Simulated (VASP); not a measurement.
Data:

```xyz
4
Lattice="-1.7563 1.7563 5.9853 1.7563 -1.7563 5.9853 1.7563 1.7563 -5.9853" Properties=species:S:1:pos:R:3 pbc="T T T"
Ta     1.7563     0.0000     5.9849
Ta     0.0000     0.0000     8.9776
As     1.7563     0.0000     0.9891
As     0.0000     0.0000     3.9818
```

These are LDA (Ceperley-Alder, Perdew-Zunger), VASP's LDA PAW potentials (set 64) (plane waves; VASP 6.6.1) values and carry that method's errors. Run with 300 eV cut-off, 11×11×11 Γ-centred mesh shifted by (0.5, 0.5, 0.5), Fermi-Dirac smearing of 0.14 eV, potentials Ta_pv As.

At this cut-off the stress carries a Pulay error, which pulls relaxed volumes low. Energy and stress use the plane-wave basis of the starting cell.

Task: The ions, cell shape and volume are relaxed. What does this cell relax into?

Result: 
```xyz
4
Lattice="-1.7057 1.7057 5.7627 1.7057 -1.7057 5.7627 1.7057 1.7057 -5.7627" Properties=species:S:1:pos:R:3 pbc="T T T"
Ta     0.0000     1.7057     0.0039
Ta     0.0000     0.0000     8.6479
As     1.7057     0.0000     0.9481
As     0.0000     0.0000     3.8295
```
Space group I4_1md (109), at a tolerance of 0.03 Å.

Task: How do energy and volume change from the first to the last step?

Result: The energy (σ→0) changes by -91.1 meV/atom and the volume by -9.2 %, in 11 ionic steps.

The structure comes from a computed database's TaAs entry; how it stands against other phases isn't given here. This run relaxes it. Symmetry was kept, so distortions that lower it aren't found. The run is one of a series of settings (EDIFFG = -0.01, IBRION = 2, ISIF = 3, NSW = 50 against the base run), some of them coarse on purpose.
